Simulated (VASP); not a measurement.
```
CELL_PARAMETERS angstrom
     11.56740     0.00000     0.00000
      0.00000    11.56740     0.00000
      0.00000     0.00000    11.56740
ATOMIC_POSITIONS crystal
  Ge 0.50000 0.00000 0.00000
  Ge 0.62500 0.12500 0.12500
  Ge 0.75000 0.25000 0.00000
  Ge 0.87500 0.37500 0.12500
  Ge 0.75000 0.00000 0.25000
  Ge 0.87500 0.12500 0.37500
  Ge 0.00000 0.00000 0.00000
  Ge 0.12500 0.12500 0.12500
  Ge 0.25000 0.25000 0.00000
  Ge 0.37500 0.37500 0.12500
  Ge 0.50000 0.50000 0.00000
  Ge 0.62500 0.62500 0.12500
  Ge 0.75000 0.75000 0.00000
  Ge 0.87500 0.87500 0.12500
  Ge 0.25000 0.00000 0.25000
  Ge 0.37500 0.12500 0.37500
  Ge 0.50000 0.25000 0.25000
  Ge 0.62541 0.37913 0.37851
  Ge 0.75000 0.50000 0.25000
  Ge 0.87500 0.62500 0.37500
  Ge 0.50000 0.00000 0.50000
  Ge 0.62500 0.12500 0.62500
  Ge 0.75000 0.25000 0.50000
  Ge 0.87500 0.37500 0.62500
  Ge 0.75000 0.00000 0.75000
  Ge 0.87500 0.12500 0.87500
  Ge 0.00000 0.50000 0.00000
  Ge 0.12500 0.62500 0.12500
  Ge 0.25000 0.75000 0.00000
  Ge 0.37500 0.87500 0.12500
  Ge 0.00000 0.25000 0.25000
  Ge 0.12500 0.37500 0.37500
  Ge 0.25000 0.50000 0.25000
  Ge 0.37594 0.62669 0.37536
  Ge 0.50000 0.75000 0.25000
  Ge 0.62500 0.87500 0.37500
  Ge 0.00000 0.00000 0.50000
  Ge 0.12500 0.12500 0.62500
  Ge 0.25000 0.25000 0.50000
  Ge 0.37607 0.37914 0.62646
  Ge 0.62290 0.62138 0.62654
  Ge 0.75000 0.75000 0.50000
  Ge 0.87500 0.87500 0.62500
  Ge 0.25000 0.00000 0.75000
  Ge 0.37500 0.12500 0.87500
  Ge 0.50000 0.25000 0.75000
  Ge 0.62500 0.37500 0.87500
  Ge 0.75000 0.50000 0.75000
  Ge 0.87500 0.62500 0.87500
  Ge 0.00000 0.75000 0.25000
  Ge 0.12500 0.87500 0.37500
  Ge 0.00000 0.50000 0.50000
  Ge 0.12500 0.62500 0.62500
  Ge 0.25000 0.75000 0.50000
  Ge 0.37500 0.87500 0.62500
  Ge 0.00000 0.25000 0.75000
  Ge 0.12500 0.37500 0.87500
  Ge 0.25000 0.50000 0.75000
  Ge 0.37500 0.62500 0.87500
  Ge 0.50000 0.75000 0.75000
  Ge 0.62500 0.87500 0.87500
  Ge 0.00000 0.75000 0.75000
  Ge 0.12500 0.87500 0.87500
  In 0.49953 0.49756 0.50341
```

Level of theory: PBE GGA, VASP's PBE PAW potentials (set 64) (plane waves; VASP). Settings: PREC = Normal, LREAL = Auto, ISYM = 0, EDIFF = 1E-5, 400 eV cut-off, 1×1×1 Γ-centred mesh, Gaussian smearing of 0.050 eV, potentials Ge In. Starting moments (MAGMOM): 64*0.0156. The cell's moment is fixed (NUPDOWN = 1).

The supercell is sampled at Γ alone, which is coarse: total energies, pressure and levels can be off, energies of defects by several tenths of an eV.

Problem. The ions are relaxed. Give the cell that the relaxation ends in.

Solution. 
```
CELL_PARAMETERS angstrom
     11.56740     0.00000     0.00000
      0.00000    11.56740     0.00000
      0.00000     0.00000    11.56740
ATOMIC_POSITIONS crystal
  Ge 0.50006 0.00009 0.00020
  Ge 0.62581 0.12405 0.12429
  Ge 0.74985 0.25003 0.99975
  Ge 0.87603 0.37409 0.12407
  Ge 0.74979 0.99948 0.25032
  Ge 0.87607 0.12398 0.37410
  Ge 0.00001 0.99999 0.99998
  Ge 0.12483 0.12484 0.12484
  Ge 0.25037 0.25022 0.00069
  Ge 0.37584 0.37568 0.12473
  Ge 0.49996 0.49993 0.00009
  Ge 0.62433 0.62435 0.12434
  Ge 0.74983 0.74985 0.00041
  Ge 0.87517 0.87517 0.12485
  Ge 0.25037 0.00077 0.25036
  Ge 0.37588 0.12485 0.37579
  Ge 0.49987 0.24874 0.24866
  Ge 0.63241 0.36858 0.36836
  Ge 0.75189 0.50084 0.24822
  Ge 0.87550 0.62447 0.37582
  Ge 0.50000 0.00004 0.49993
  Ge 0.62425 0.12456 0.62423
  Ge 0.75188 0.24829 0.50063
  Ge 0.87577 0.37561 0.62436
  Ge 0.74976 0.00056 0.74970
  Ge 0.87517 0.12478 0.87517
  Ge 0.99998 0.50003 0.00031
  Ge 0.12400 0.62584 0.12416
  Ge 0.25007 0.74996 0.99982
  Ge 0.37413 0.87620 0.12407
  Ge 0.00062 0.25027 0.25030
  Ge 0.12466 0.37578 0.37568
  Ge 0.24842 0.49958 0.24832
  Ge 0.36798 0.63258 0.36782
  Ge 0.50081 0.75196 0.24810
  Ge 0.62442 0.87542 0.37587
  Ge 0.99993 0.99994 0.50004
  Ge 0.12401 0.12390 0.62580
  Ge 0.24834 0.24846 0.49972
  Ge 0.36692 0.36784 0.63350
  Ge 0.63215 0.63182 0.63306
  Ge 0.75143 0.75136 0.49985
  Ge 0.87582 0.87601 0.62577
  Ge 0.25019 0.99956 0.74980
  Ge 0.37414 0.12389 0.87613
  Ge 0.50057 0.24819 0.75195
  Ge 0.62437 0.37554 0.87578
  Ge 0.75211 0.49910 0.75218
  Ge 0.87620 0.62592 0.87616
  Ge 0.99958 0.74985 0.25028
  Ge 0.12400 0.87621 0.37411
  Ge 0.00004 0.50000 0.49989
  Ge 0.12429 0.62451 0.62420
  Ge 0.24816 0.75198 0.50062
  Ge 0.37574 0.87560 0.62434
  Ge 0.99966 0.25004 0.74985
  Ge 0.12373 0.37399 0.87641
  Ge 0.24760 0.50110 0.75242
  Ge 0.37564 0.62452 0.87587
  Ge 0.49938 0.75190 0.75204
  Ge 0.62591 0.87623 0.87613
  Ge 0.00033 0.74994 0.74973
  Ge 0.12482 0.87517 0.87514
  In 0.49898 0.49986 0.50120
``` The cell ends with 1.00 μB, on the first 30 sites 0.00 0.01 0.01 0.01 0.01 0.01 0.00 0.01 0.01 0.01 0.00 0.01 0.01 0.01 0.01 0.01 0.01 0.01 0.01 0.01 0.00 0.01 0.01 0.01 0.01 0.01 0.00 0.01 0.01 0.01 μB.

Problem. How much energy does the relaxation gain?

Solution. The energy (σ→0) changes by -8.8 meV/atom, in 8 ionic steps.

The cell is a supercell with a defect, built from Ge (diamond): In_Ge.
